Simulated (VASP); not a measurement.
Input:

```
CELL_PARAMETERS angstrom
     -1.48370     1.48370     2.20668
      1.48370    -1.48370     2.20668
      1.48370     1.48370    -2.20668
ATOMIC_POSITIONS crystal
  In 0.00000 0.00000 0.00000
```

Computed with PBE GGA, VASP's PBE PAW potentials (set 64) (plane waves; VASP). Numerical set-up: 500 eV cut-off, 17×17×17 Γ-centred mesh, first-order Methfessel-Paxton smearing of 0.10 eV, potentials In_d.

Energy and stress use the plane-wave basis of the starting cell.

The ions, cell shape and volume at an external pressure of 45.0 GPa are relaxed. Predict the relaxed structure.

```
CELL_PARAMETERS angstrom
     -1.44513     1.44513     2.14920
      1.44513    -1.44513     2.14920
      1.44513     1.44513    -2.14920
ATOMIC_POSITIONS crystal
  In 0.00000 0.00000 0.00000
```
Space group I4/mmm (139), at a tolerance of 0.03 Å.

How do energy and volume change from the first to the last step?

The energy (σ→0) changes by +341.3 meV/atom and the volume by -7.6 %, in 5 ionic steps.

| step | E(σ→0) (eV) | max force (eV/Å) | pressure (GPa) | volume (Å³) |
|---|---|---|---|---|
| 1 | -2.0286 | 0.000 | 29.86 | 19.43 |
| 2 | -0.2171 | 0.000 | 110.38 | 14.71 |
| 3 | -1.7160 | 0.000 | 43.88 | 18.06 |
| 4 | -1.6956 | 0.000 | 44.68 | 17.98 |
| 5 | -1.6874 | 0.000 | 45.03 | 17.95 |

The compound is In in the bct structure. This run relaxes it under an external pressure of 45 GPa. Symmetry was kept, so distortions that lower it aren't found.
